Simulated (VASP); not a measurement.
All values below come from PBEsol GGA, VASP's PBE PAW potentials (set 64) (plane waves; VASP).

VASP input:

File POSCAR:
```
Gd
1
    1.7813651080    -3.0854146702     0.0000000000
    1.7813651080     3.0854146702    -0.0000000000
   -0.0000000000    -0.0000000000     5.6269192390
Gd
2
Direct
  0.3333330000   0.6666670000   0.2500000000
  0.7228037232   0.3894697232   0.7500000000
```

INCAR:
```
SYSTEM=Gd
PREC=Accurate; ENCUT=480; LREAL=F
LASPH=T
EDIFF=1E-7; NELM=100; ALGO=Normal
LMAXMIX=6
ISMEAR=1; SIGMA=0.1
GGA=PS
ISIF=2
LWAVE=F; LCHARG=F
```

**KPOINTS**
```
K-points
0
gamma
 12 12 6
0 0 0
```

POTCAR, in this order: Gd_3 (PBE.64 set). Program: vasp_std.

**Question.** What will the output report for the number of irreducible k-points (NKPTS), number of bands (NBANDS), largest plane-wave count, number of space-group operations, FFT grid (NGX, NGY, NGZ)?

**Answer.** 
```yaml
number of irreducible k-points (NKPTS): 296
number of bands (NBANDS): 13
largest_plane_wave_count: 1496
number_of_space_group_operations: 4
FFT grid (NGX, NGY, NGZ): 28 × 28 × 40
```

The compound is Gd in the hcp structure. This cell was strained or had an atom moved on purpose. The 4f electrons are frozen in the core of the lanthanide potential, so 4f levels, which can set the real gap, and their magnetism are missing.
